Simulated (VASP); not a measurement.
Consider the following.

```xyz
2
Lattice="-2.5578 2.5578 1.4192 2.5578 -2.5578 1.4192 2.5578 2.5578 -1.4192" Properties=species:S:1:pos:R:3 pbc="T T T"
Ge     2.5578     0.0000     0.7096
Ge     0.0000     0.0000     1.4192
```

All values below come from r2SCAN meta-GGA, VASP's PBE PAW potentials (set 64) (plane waves; VASP). Numerical set-up: 400 eV cut-off, 16×16×16 Γ-centred mesh, tetrahedra with Blöchl corrections, potentials Ge_d.

Tabulate the total density of states (states/eV per cell) against energy (eV; zero at the valence-band maximum or, without a gap, the Fermi level).

```json
[
 {"E (eV)": "-9.98", "DOS (states/eV)": "0.53"},
 {"E (eV)": "-9.62", "DOS (states/eV)": "0.59"},
 {"E (eV)": "-9.26", "DOS (states/eV)": "0.66"},
 {"E (eV)": "-8.90", "DOS (states/eV)": "0.74"},
 {"E (eV)": "-8.66", "DOS (states/eV)": "0.83"},
 {"E (eV)": "-8.30", "DOS (states/eV)": "0.81"},
 {"E (eV)": "-7.94", "DOS (states/eV)": "0.48"},
 {"E (eV)": "-7.58", "DOS (states/eV)": "0.39"},
 {"E (eV)": "-7.22", "DOS (states/eV)": "0.41"},
 {"E (eV)": "-6.86", "DOS (states/eV)": "0.45"},
 {"E (eV)": "-6.50", "DOS (states/eV)": "0.59"},
 {"E (eV)": "-6.14", "DOS (states/eV)": "0.38"},
 {"E (eV)": "-5.90", "DOS (states/eV)": "0.37"},
 {"E (eV)": "-5.54", "DOS (states/eV)": "0.37"},
 {"E (eV)": "-5.18", "DOS (states/eV)": "0.37"},
 {"E (eV)": "-4.82", "DOS (states/eV)": "0.56"},
 {"E (eV)": "-4.46", "DOS (states/eV)": "0.79"},
 {"E (eV)": "-4.10", "DOS (states/eV)": "0.75"},
 {"E (eV)": "-3.74", "DOS (states/eV)": "0.73"},
 {"E (eV)": "-3.38", "DOS (states/eV)": "0.74"},
 {"E (eV)": "-3.14", "DOS (states/eV)": "0.77"},
 {"E (eV)": "-2.78", "DOS (states/eV)": "0.79"},
 {"E (eV)": "-2.42", "DOS (states/eV)": "0.92"},
 {"E (eV)": "-2.06", "DOS (states/eV)": "1.03"},
 {"E (eV)": "-1.70", "DOS (states/eV)": "1.14"},
 {"E (eV)": "-1.34", "DOS (states/eV)": "0.94"},
 {"E (eV)": "-0.98", "DOS (states/eV)": "0.80"},
 {"E (eV)": "-0.62", "DOS (states/eV)": "0.77"},
 {"E (eV)": "-0.38", "DOS (states/eV)": "0.73"},
 {"E (eV)": "-0.02", "DOS (states/eV)": "0.72"},
 {"E (eV)": "0.34", "DOS (states/eV)": "0.69"},
 {"E (eV)": "0.70", "DOS (states/eV)": "0.74"},
 {"E (eV)": "1.06", "DOS (states/eV)": "0.77"},
 {"E (eV)": "1.42", "DOS (states/eV)": "0.81"},
 {"E (eV)": "1.78", "DOS (states/eV)": "0.65"},
 {"E (eV)": "2.14", "DOS (states/eV)": "0.73"},
 {"E (eV)": "2.38", "DOS (states/eV)": "0.79"},
 {"E (eV)": "2.74", "DOS (states/eV)": "0.81"},
 {"E (eV)": "3.10", "DOS (states/eV)": "0.91"},
 {"E (eV)": "3.46", "DOS (states/eV)": "0.96"}
]
```
Within 2 eV below the Fermi level the largest weight inside VASP's projection spheres is Ge p.

The structure comes from a computed database's Ge entry (I4_1/amd); how it stands against other phases isn't given here. It was relaxed first.
